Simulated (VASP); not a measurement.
Output of a VASP run:

### OUTCAR
```
 ion  position               nearest neighbor table
   1  0.000  0.000  0.000-   2 2.22   3 2.22   3 2.22   3 2.22   3 2.22   2 2.22   2 2.22   2 2.22
  LATTYP: Found a face centered cubic cell.
 ALAT       =     5.1382164598
 Subroutine PRICEL returns:
 Original cell was already a primitive cell.
 Subroutine GETGRP returns: Found 48 space group operations
The static configuration has the point symmetry O_h .
The dynamic configuration has the point symmetry O_h .
 Subroutine INISYM returns: Found 48 space group operations
 Subroutine IBZKPT returns following result:
 Found     47 irreducible k-points:

 Following reciprocal coordinates:
            Coordinates               Weight
  0.000000  0.000000  0.000000      1.000000
  0.100000  0.000000  0.000000      8.000000
  0.200000  0.000000  0.000000      8.000000
  0.300000  0.000000  0.000000      8.000000
  0.400000  0.000000  0.000000      8.000000
  0.500000  0.000000  0.000000      4.000000
  0.100000  0.100000  0.000000      6.000000
  0.200000  0.100000  0.000000     24.000000
  0.300000  0.100000  0.000000     24.000000
  0.400000  0.100000  0.000000     24.000000
  0.500000  0.100000  0.000000     24.000000
 -0.400000  0.100000  0.000000     24.000000
 -0.300000  0.100000  0.000000     24.000000
 -0.200000  0.100000  0.000000     24.000000
 -0.100000  0.100000  0.000000     12.000000
  0.200000  0.200000  0.000000      6.000000
  0.300000  0.200000  0.000000     24.000000
  0.400000  0.200000  0.000000     24.000000
  0.500000  0.200000  0.000000     24.000000
 -0.400000  0.200000  0.000000     24.000000
 -0.300000  0.200000  0.000000     24.000000
 -0.200000  0.200000  0.000000     12.000000
  0.300000  0.300000  0.000000      6.000000
  0.400000  0.300000  0.000000     24.000000
  0.500000  0.300000  0.000000     24.000000
 -0.400000  0.300000  0.000000     24.000000
 -0.300000  0.300000  0.000000     12.000000
  0.400000  0.400000  0.000000      6.000000
  0.500000  0.400000  0.000000     24.000000
 -0.400000  0.400000  0.000000     12.000000
  0.500000  0.500000  0.000000      3.000000
  0.300000  0.200000  0.100000     24.000000
  0.400000  0.200000  0.100000     48.000000
  0.500000  0.200000  0.100000     48.000000
 -0.400000  0.200000  0.100000     24.000000
  0.400000  0.300000  0.100000     24.000000
  0.500000  0.300000  0.100000     48.000000
 -0.400000  0.300000  0.100000     48.000000
 -0.300000  0.300000  0.100000     48.000000
 -0.200000  0.300000  0.100000     24.000000
   k-points           NKPTS =     47   k-points in BZ     NKDIM =     47   number of bands    NBANDS=     12
   number of dos      NEDOS =    301   number of ions     NIONS =      3
   total plane-waves  NPLWV =  21952
   dimension x,y,z NGX =    28 NGY =   28 NGZ =   28
   dimension x,y,z NGXF=    56 NGYF=   56 NGZF=   56
   ions per type =               1   2
   PREC   = accura    normal or accurate (medium, high low for compatibility)
   ISTART =      0    job   : 0-new  1-cont  2-samecut
   ICHARG =      2    charge: 1-file 2-atom 10-const
   ISPIN  =      1    spin polarized calculation?
   LNONCOLLINEAR =      F non collinear calculations
   LSORBIT =      F    spin-orbit coupling
   INIWAV =      1    electr: 0-lowe 1-rand  2-diag
   ENCUT  =  500.0 eV  36.75 Ry    6.06 a.u.   6.62  6.62  6.62*2*pi/ulx,y,z
   NELM   =    100;   NELMIN=  2; NELMDL= -5     # of ELM steps
   EDIFF  = 0.1E-05   stopping-criterion for ELM
   LREAL  =      F    real-space projection
   NLSPLINE    = F    spline interpolate recip. space projectors
   LMAXMIX     =    4 max onsite mixed and CHGCAR
   VOSKOWN=      0    Vosko Wilk Nusair interpolation
   EDIFFG = -.2E-01   stopping-criterion for IOM
   NSW    =     40    number of steps for IOM
   NBLOCK =      1;   KBLOCK =     40    inner block; outer block
   IBRION =      2    ionic relax: 0-MD 1-quasi-New 2-CG
   NFREE  =      1    steps in history (QN), initial steepest desc. (CG)
...
```

### OSZICAR
```
       N       E                     dE             d eps       ncg     rms          rms(c)
DAV:   1     0.732797863075E+02    0.73280E+02   -0.69906E+03  1128   0.134E+03
DAV:   2    -0.160576252052E+02   -0.89337E+02   -0.83193E+02  1140   0.260E+02
DAV:   3    -0.202095869363E+02   -0.41520E+01   -0.40101E+01  1476   0.657E+01
DAV:   4    -0.202966469399E+02   -0.87060E-01   -0.86977E-01  1372   0.911E+00
DAV:   5    -0.202992803217E+02   -0.26334E-02   -0.26329E-02  1488   0.165E+00    0.162E+01
DAV:   6    -0.225267145511E+02   -0.22274E+01   -0.32858E+01  1360   0.127E+02    0.144E+01
DAV:   7    -0.189770228903E+02    0.35497E+01   -0.14381E+01  1456   0.101E+02    0.465E+00
DAV:   8    -0.189407212852E+02    0.36302E-01   -0.68014E-01  1260   0.694E+00    0.162E+00
DAV:   9    -0.189170058612E+02    0.23715E-01   -0.86914E-02  1412   0.661E+00    0.444E-01
DAV:  10    -0.189174144250E+02   -0.40856E-03   -0.68267E-03  1456   0.124E+00    0.173E-01
DAV:  11    -0.189172028884E+02    0.21154E-03   -0.98540E-04  1488   0.712E-01    0.414E-02
DAV:  12    -0.189172135718E+02   -0.10683E-04   -0.65352E-05  1232   0.101E-01    0.108E-02
DAV:  13    -0.189172147036E+02   -0.11318E-05   -0.17578E-06  1168   0.143E-02    0.648E-03
DAV:  14    -0.189172151723E+02   -0.46869E-06   -0.61639E-07   712   0.176E-02
   1 F= -.12567008E+02 E0= -.12567306E+02  d E =-.125670E+02
```

OUTCAR:
```
------------------------ aborting loop because EDIFF is reached ----------------------------------------
  FORCE on cell =-STRESS in cart. coord.  units (eV):
  Direction    XX          YY          ZZ          XY          YZ          ZX
  --------------------------------------------------------------------------------------
  Total        6.3365857      6.3365857      6.3365857     -0.0000000     -0.0000000      0.0000000
  in kB      299.3565042    299.3565042    299.3565042     -0.0000000     -0.0000000      0.0000000
  external PRESSURE =      -0.6434958 kB  Pullay stress =     300.0000000 kB
  volume of cell :       33.91
      direct lattice vectors                 reciprocal lattice vectors
     0.000000000  2.569108230  2.569108230    -0.194620061  0.194620061  0.194620061
     2.569108230  0.000000000  2.569108230     0.194620061 -0.194620061  0.194620061
     2.569108230  2.569108230  0.000000000     0.194620061  0.194620061 -0.194620061
 POSITION                                       TOTAL-FORCE (eV/Angst)
 -----------------------------------------------------------------------------------
      0.00000      0.00000      0.00000         0.000000     -0.000000      0.000000
      1.28455      1.28455      1.28455         0.000000      0.000000      0.000000
      3.85366      3.85366      3.85366        -0.000000     -0.000000     -0.000000
 -----------------------------------------------------------------------------------
    total drift:                               -0.000000     -0.000000      0.000000
  FREE ENERGIE OF THE ION-ELECTRON SYSTEM (eV)
  ---------------------------------------------------
  free  energy   TOTEN  =       -18.9172151723 eV

  energy  without entropy=      -18.9181071490  energy(sigma->0) =      -18.91751250
  enthalpy is  TOTEN    =       -12.5670083671 eV   P V=        6.3502068053

 reached required accuracy - stopping structural energy minimisation
```
(Selected blocks of OUTCAR.)

**POSCAR**
```
CoSi2
1
    0.0000000000     2.5691082299     2.5691082299
    2.5691082299    -0.0000000000     2.5691082299
    2.5691082299     2.5691082299    -0.0000000000
Co Si
1 2
Direct
  1.0000000000   0.0000000000   1.0000000000
  0.2500000000   0.2500000000   0.2500000000
  0.7500000000   0.7500000000   0.7500000000
```

**Question.** Write an INCAR and KPOINTS that could have produced this output.

**Answer.** Several could match; the one computed here: the input of the run itself, PBE GGA, plane waves, VASP's PBE PAW potentials (set 64).

INCAR:
```
! general
SYSTEM =CoSi2
PREC   =Accurate
ENCUT  =500   ! plane-wave cut-off (eV)
LREAL  =.False.   ! projection in real space or not
LASPH  =.True.

! electronic loop
EDIFF  =1E-6   ! SCF stop (eV)
NELM   =100   ! most electronic steps
ALGO   =Normal   ! blocked Davidson
LMAXMIX=4

! smearing
ISMEAR =1
SIGMA  =0.1

! functional
GGA    =PE   ! PBE

! ions
IBRION =2   ! conjugate gradients
NSW    =40   ! most ionic steps
ISIF   =3   ! ions, shape and volume
EDIFFG =-0.02
PSTRESS=300   ! kbar

! output
LWAVE  =.False.
LCHARG =.False.
```

**KPOINTS**
```
Automatic mesh
0
Gamma
10 10 10
0 0 0
```

POTCAR, in this order: Co Si (PBE.64 set). Program: vasp_std.

The compound is CoSi2 in the fluorite structure. It was relaxed first under an external pressure of 30 GPa. The run is not spin-polarised, so no magnetic state was tried. The electron count is odd and the run is not spin-polarised, which forces a metal.
